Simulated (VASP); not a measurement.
A convergence study with VASP on In (bct): a few settings are varied, all else stays as given below, so the limit is that of these other settings. The cell's lengths are 1 % over those of the tabulated start, so it is off equilibrium.

```yaml
crystal:
  lattice:
    - [-1.64125, 1.64125, 2.49975]
    - [1.64125, -1.64125, 2.49975]
    - [1.64125, 1.64125, -2.49975]
  atoms:
    - { symbol: In, position: [0.00000, 0.00000, 0.00000] }
```

Level of theory: PBE GGA, VASP's PBE PAW potentials (set 64) (plane waves; VASP). The last row used: LREAL = Auto, 600 eV cut-off, 13×13×13 Γ-centred mesh, first-order Methfessel-Paxton smearing of 0.10 eV, potentials In_d.

| setting | E (eV/atom) | pressure (GPa) | plane waves |
|---|---|---|---|
| ENCUT = 300, LREAL = .FALSE., PREC = Normal | (withheld) | (withheld) | 340 |
| ENCUT = 400, LREAL = .FALSE., PREC = Normal | -2.5604 | 0.72 | 508 |
| ENCUT = 500, LREAL = .FALSE., PREC = Normal | -2.5603 | 0.76 | 705 |
| ENCUT = 600, LREAL = .FALSE., PREC = Normal | -2.5603 | 0.80 | 914 |
| ENCUT = 500, LREAL = .FALSE., PREC = Accurate | -2.5603 | 0.75 | 705 |
| ENCUT = 600, LREAL = .FALSE., PREC = Accurate | -2.5602 | 0.79 | 914 |
| ENCUT = 300, LREAL = Auto, PREC = Normal | (withheld) | (withheld) | 340 |
| ENCUT = 400, LREAL = Auto, PREC = Normal | -2.5614 | 0.61 | 508 |
| ENCUT = 500, LREAL = Auto, PREC = Normal | -2.5646 | 0.65 | 705 |
| ENCUT = 600, LREAL = Auto, PREC = Normal | -2.5628 | 0.77 | 914 |
| ENCUT = 300, LREAL = Auto, PREC = Accurate | -2.5607 | 0.32 | 340 |
| ENCUT = 400, LREAL = Auto, PREC = Accurate | -2.5606 | 0.72 | 508 |
| ENCUT = 500, LREAL = Auto, PREC = Accurate | -2.5607 | 0.79 | 705 |
| ENCUT = 600, LREAL = Auto, PREC = Accurate | -2.5625 | 0.80 | 914 |

Task: Complete the blanks.

Result: 
- ENCUT = 300, LREAL = .FALSE., PREC = Normal, E (eV/atom): -2.5609
- ENCUT = 300, LREAL = .FALSE., PREC = Normal, pressure (GPa): 0.30
- ENCUT = 300, LREAL = Auto, PREC = Normal, E (eV/atom): -2.5595
- ENCUT = 300, LREAL = Auto, PREC = Normal, pressure (GPa): 0.29

Left out are rungs that failed or repeat a setting and relaxations that didn't move; long series are thinned to 24 rows.

The compound is In in the bct structure. The cell was not relaxed at this level.
